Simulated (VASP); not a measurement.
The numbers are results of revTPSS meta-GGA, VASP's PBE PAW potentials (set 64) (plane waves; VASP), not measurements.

A VASP calculation is set up with these files.

**INCAR**
```
! general
SYSTEM   =  KF
PREC     =  Accurate
ENCUT    =  520
LREAL    =  .FALSE.   ! projection in real space or not
LASPH    =  .TRUE.   ! aspherical one-centre terms

! electronic loop
EDIFF    =  1E-7   ! SCF stop (eV)
NELM     =  100   ! most electronic steps
ALGO     =  Normal
LMIXTAU  =  .TRUE.

! smearing
ISMEAR   =  -5

! functional
METAGGA  =  RTPSS

! ions
ISIF     =  2   ! forces and stress, cell fixed

! output
LWAVE    =  .FALSE.
LCHARG   =  .FALSE.
LORBIT   =  11   ! lm-projected
NEDOS    =  601   ! DOS grid
```

File KPOINTS:
```
kpoints
0
gamma
  10 10 10
0 0 0
```

### POSCAR
```
KF
1
   -0.0000000000     2.6901062507     2.6901062507
    2.6901062507     0.0000000000     2.6901062507
    2.6901062507     2.6901062507     0.0000000000
K F
1 1
Direct
  0.0000000000   0.0000000000   0.0000000000
  0.5000000000   0.5000000000   0.5000000000
```

KPOINTS_OPT:
```
k-points along high-symmetry lines
10
Line-mode
Reciprocal
  0.000000   0.000000   0.000000 ! GAMMA
  0.500000   0.000000   0.500000 ! X

  0.500000   0.000000   0.500000 ! X
  0.625000   0.250000   0.625000 ! U

  0.375000   0.375000   0.750000 ! K
  0.000000   0.000000   0.000000 ! GAMMA

  0.000000   0.000000   0.000000 ! GAMMA
  0.500000   0.500000   0.500000 ! L

  0.500000   0.500000   0.500000 ! L
  0.500000   0.250000   0.750000 ! W

  0.500000   0.250000   0.750000 ! W
  0.500000   0.000000   0.500000 ! X
```

POTCAR, in this order: K_sv F (PBE.64 set). Program: vasp_std.

What VASP printed:

### OSZICAR
```
       N       E                     dE             d eps       ncg     rms          rms(c)
DAV:   1     0.143081670053E+03    0.14308E+03   -0.89511E+03  1128   0.155E+03
DAV:   2     0.869400508371E+01   -0.13439E+03   -0.12253E+03  1780   0.384E+02
DAV:   3     0.663847429786E+00   -0.80302E+01   -0.79560E+01  1400   0.898E+01
DAV:   4     0.294775431944E+00   -0.36907E+00   -0.36790E+00  1864   0.207E+01
DAV:   5     0.290847420049E+00   -0.39280E-02   -0.39272E-02  1364   0.190E+00    0.102E+02
DAV:   6    -0.967434158785E+01   -0.99652E+01   -0.19532E+02  1128   0.242E+02    0.398E+01
DAV:   7    -0.104772980939E+02   -0.80296E+00   -0.33563E+00  1672   0.176E+01    0.261E+01
DAV:   8    -0.100871494153E+02    0.39015E+00   -0.10546E+00  1416   0.967E+00    0.155E+01
DAV:   9    -0.103982642311E+02   -0.31111E+00   -0.40115E-01  1336   0.928E+00    0.122E+01
DAV:  10    -0.105763039644E+02   -0.17804E+00   -0.69090E-01  1136   0.803E+00    0.351E+00
DAV:  11    -0.104316605290E+02    0.14464E+00   -0.16103E-01  1164   0.510E+00    0.769E-01
DAV:  12    -0.104359999347E+02   -0.43394E-02   -0.12840E-02  1748   0.133E+00    0.107E+00
DAV:  13    -0.104388219159E+02   -0.28220E-02   -0.61245E-03  1220   0.923E-01    0.172E-01
DAV:  14    -0.104395889147E+02   -0.76700E-03   -0.19327E-03  1328   0.582E-01    0.498E-02
DAV:  15    -0.104397733229E+02   -0.18441E-03   -0.14126E-04  1980   0.107E-01    0.102E-01
DAV:  16    -0.104397746007E+02   -0.12778E-05   -0.29238E-05  1744   0.539E-02    0.742E-02
DAV:  17    -0.104397668368E+02    0.77640E-05   -0.10452E-04  1320   0.819E-02    0.300E-02
DAV:  18    -0.104398216301E+02   -0.54793E-04   -0.71228E-05  1404   0.100E-01    0.147E-02
DAV:  19    -0.104398220737E+02   -0.44356E-06   -0.28908E-06  1524   0.166E-02    0.829E-03
DAV:  20    -0.104398226105E+02   -0.53683E-06   -0.24145E-07  1196   0.688E-03    0.279E-03
DAV:  21    -0.104398233426E+02   -0.73207E-06   -0.67604E-07  1772   0.556E-03    0.490E-04
DAV:  22    -0.104398232341E+02    0.10855E-06   -0.55166E-08   828   0.259E-03    0.106E-03
DAV:  23    -0.104398233588E+02   -0.12476E-06   -0.75189E-09   812   0.112E-03    0.374E-04
DAV:  24    -0.104398233904E+02   -0.31541E-07   -0.61660E-09   652   0.891E-04
   1 F= -.10439823E+02 E0= -.10439823E+02  d E =0.000000E+00
       N       E                     dE             ncg
       N       E                     dE             ncg
```

OUTCAR:
```
------------------------ aborting loop because EDIFF is reached ----------------------------------------
  FORCE on cell =-STRESS in cart. coord.  units (eV):
  Direction    XX          YY          ZZ          XY          YZ          ZX
  --------------------------------------------------------------------------------------
  Total        0.0073066      0.0073066      0.0073066      0.0000000     -0.0000000      0.0000000
  in kB        0.3006679      0.3006679      0.3006679      0.0000000     -0.0000000      0.0000000
  external PRESSURE =       0.3006679 kB  Pullay stress =       0.0000000 kB
  volume of cell :       38.93
      direct lattice vectors                 reciprocal lattice vectors
     0.000000000  2.690106251  2.690106251    -0.185866265  0.185866265  0.185866265
     2.690106251  0.000000000  2.690106251     0.185866265 -0.185866265  0.185866265
     2.690106251  2.690106251  0.000000000     0.185866265  0.185866265 -0.185866265
  FREE ENERGIE OF THE ION-ELECTRON SYSTEM (eV)
  ---------------------------------------------------
  free  energy   TOTEN  =       -10.4398233904 eV

  energy  without entropy=      -10.4398233904  energy(sigma->0) =      -10.43982339

 total charge

# of ion       s       p       d       tot
------------------------------------------
    1        1.955   5.562   0.030   7.547
    2        1.692   4.337   0.000   6.029
--------------------------------------------------
tot          3.647   9.899   0.030  13.576
```
(Selected blocks of OUTCAR.)

The compound is KF in the rock salt structure. It was relaxed first.
